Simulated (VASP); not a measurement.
Crystal: Ti2TeS.

```
Ti Te S
1.0
     3.51102    0.00000    0.00000
    -1.75551    3.04063    0.00000
     0.00000    0.00000   13.51313
Ti Te S
4 2 2
Direct
  0.66667 0.33333 0.62788
  0.33333 0.66667 0.37212
  0.33333 0.66667 0.12788
  0.66667 0.33333 0.87212
  0.00000 0.00000 0.50000
  0.00000 0.00000 0.00000
  0.00000 0.00000 0.75000
  0.00000 0.00000 0.25000
```

The cell was built by a generator and needn't be a form met in nature.

```yaml
Program: VASP 6.6.1
Task: relaxation of cell and atoms
Functional: PBE
Potentials_or_basis: VASP PAW PBE potentials, release 64 (Ti_sv, Te, S)
Cutoff: 520 eV
k_mesh: 5 × 5 × 1
Occupations: gaussian, width 0.15 eV
Spin: no spin polarisation
```

At the start: pressure 4.0 GPa; volume 18.03 Å³/atom.

Question: How do energy, volume and symmetry change on relaxing?

Answer: Over 7 steps the energy falls by 164.5 meV/atom and the volume is 18.26 Å³/atom (+1.2 %); space group P6_3/mmc (No. 194, to 0.05 Å).

The path:
```csv
step,energy change (eV),largest force (eV/Å),pressure (GPa),volume (Å³)
1,0.0000,2.7346,4.05,144.26
2,-0.9889,0.9864,-4.63,153.93
3,-1.0158,0.7043,-6.06,155.93
4,-1.2581,0.5843,1.28,143.32
5,-1.3094,0.1228,-0.11,146.62
6,-1.3096,0.0987,-0.60,146.91
7,-1.3160,0.0079,-0.20,146.06
```

Final structure:
```xyz
8
Lattice="3.4626 0.0000 0.0000 -1.7313 2.9987 0.0000 0.0000 0.0000 14.0665" Properties=species:S:1:pos:R:3 pbc="T T T"
Ti    1.7313    0.9996    9.0509
Ti    0.0000    1.9991    5.0156
Ti    0.0000    1.9991    2.0177
Ti    1.7313    0.9996   12.0488
Te    0.0000    0.0000    7.0332
Te    0.0000    0.0000    0.0000
S     0.0000    0.0000   10.5498
S    -1.7313    2.9987    3.5166
```

Caveat: the k mesh is coarse (spacing up to 0.46 Å⁻¹), so the values aren't converged; the relaxation stopped at a loose force limit of 0.08 eV/Å, so its end isn't a converged minimum.
